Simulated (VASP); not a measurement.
Computed with PBEsol GGA, VASP's PBE PAW potentials (set 64) (plane waves; VASP).

The input files of a VASP run:

File POSCAR:
```
Ir3Rh
1
   -0.0000000000     1.9089792514     1.9089792514
    1.9089792514    -0.0000000000     1.9089792514
    7.6354767136     7.6354767136     0.0004402923
Rh Ir
1 3
Direct
  0.0000000000   0.0000000000   0.0000000000
  0.0007065060   0.0007065060   0.2494701205
  0.0000000000   0.0000000000   0.5000000000
  0.9992934940   0.9992934940   0.7505298795
```

KPOINTS:
```
k-points along high-symmetry lines
12
Line-mode
Reciprocal
  0.000000   0.000000   0.000000 ! GAMMA
  0.000000   0.000000  -0.500000 ! T

  0.000000   0.000000  -0.500000 ! T
 -0.328125   0.328125  -0.500000 ! H_2

 -0.343750   0.328125  -0.187500 ! H_0
  0.000000   0.500000   0.500000 ! L

  0.000000   0.500000   0.500000 ! L
  0.000000   0.000000   0.000000 ! GAMMA

  0.000000   0.000000   0.000000 ! GAMMA
 -0.335938   0.335938   0.000000 ! S_0

 -0.335937   0.328125  -0.343750 ! S_2
 -0.500000   0.000000  -1.000000 ! F

 -0.500000   0.000000  -1.000000 ! F
  0.000000   0.000000   0.000000 ! GAMMA
```

### INCAR
```
ALGO = Normal
EDIFF = 1E-7
ENCUT = 400
GGA = PS
ICHARG = 11
ISMEAR = 0
LASPH = .TRUE.
LCHARG = .FALSE.
LMAXMIX = 6
LORBIT = 11
LREAL = .FALSE.
LWAVE = .FALSE.
NELM = 100
PREC = Accurate
SIGMA = 0.05
SYSTEM = Ir3Rh
```

POTCAR, in this order: Rh_pv Ir (PBE.64 set). Program: vasp_std. Read from the step before: CHGCAR.

The resulting files:

File OSZICAR:
```
       N       E                     dE             d eps       ncg     rms          rms(c)
DAV:   1     0.378173161850E+03    0.37817E+03   -0.19264E+04  4824   0.143E+03
DAV:   2    -0.193711012724E+02   -0.39754E+03   -0.38777E+03  4267   0.474E+02
DAV:   3    -0.395579103706E+02   -0.20187E+02   -0.18879E+02  5527   0.102E+02
DAV:   4    -0.406961797098E+02   -0.11383E+01   -0.10819E+01  5320   0.202E+01
DAV:   5    -0.407414951785E+02   -0.45315E-01   -0.32293E-01  5485   0.321E+00
DAV:   6    -0.407542095825E+02   -0.12714E-01   -0.12392E-01  5825   0.656E-01
DAV:   7    -0.407555918765E+02   -0.13823E-02   -0.13820E-02  5806   0.111E-01
DAV:   8    -0.407557371527E+02   -0.14528E-03   -0.14527E-03  5320   0.222E-02
DAV:   9    -0.407557506636E+02   -0.13511E-04   -0.13507E-04  3712   0.539E-03
DAV:  10    -0.407557526333E+02   -0.19697E-05   -0.19711E-05  3161   0.189E-03
DAV:  11    -0.407557528584E+02   -0.22504E-06   -0.22477E-06  2894   0.723E-04
DAV:  12    -0.407557528922E+02   -0.33810E-07   -0.33505E-07  2704   0.339E-04
   1 F= -.40755753E+02 E0= -.40753708E+02  d E =-.408925E-02
```

File OUTCAR:
```
 val. band max:       10.5774283559   @ k =  -0.4105   0.1790  -0.6420

 cond. band min:      10.5852141995   @ k =  -0.1491   0.1491  -0.5000



 k-point     1 :       0.0000    0.0000    0.0000
  band No.  band energies     occupation
      1     -36.1160      2.00000
      2     -35.7331      2.00000
      3     -35.7331      2.00000
      4      -0.0719      2.00000
      5       1.8572      2.00000
      6       2.3171      2.00000
      7       3.9290      2.00000
      8       6.5025      2.00000
      9       6.5353      2.00000
     10       6.8378      2.00000
     11       6.8378      2.00000
     12       6.9482      2.00000
     13       6.9482      2.00000
     14       7.1710      2.00000
     15       7.3556      2.00000
     16       7.3556      2.00000
     17       7.7241      2.00000
     18       7.7241      2.00000
     19       9.6252      2.00000
     20       9.6252      2.00000
     21       9.7020      2.00000
     22       9.7020      2.00000
     23       9.9055      2.00000
     24       9.9055      2.00000
     25      10.3201      2.00000

 k-point     2 :       0.0000    0.0000   -0.0455
  band No.  band energies     occupation
      1     -36.1158      2.00000
      2     -35.7329      2.00000
      3     -35.7329      2.00000
      4      -0.0679      2.00000
      5       1.8391      2.00000
      6       2.3270      2.00000
      7       3.9295      2.00000
      8       6.4724      2.00000
      9       6.5826      2.00000
     10       6.8390      2.00000
     11       6.8390      2.00000
     12       6.9500      2.00000
     13       6.9500      2.00000
     14       7.1707      2.00000
     15       7.3525      2.00000
     16       7.3525      2.00000
     17       7.7230      2.00000
     18       7.7230      2.00000
     19       9.6236      2.00000
     20       9.6236      2.00000
     21       9.6786      2.00000
     22       9.6786      2.00000
     23       9.9375      2.00000
     24       9.9375      2.00000
...
```

The density is held fixed in this step, so its total energy and stress have no physical meaning. Unless said otherwise, spin-orbit coupling is left out, though it shifts the bands of the heavy elements here.

The structure was generated: Ir3Rh was put into an ordered model structure (R-3m), which need not be its known phase. It was relaxed first. VASP warned that the highest band is occupied, so more bands are needed.
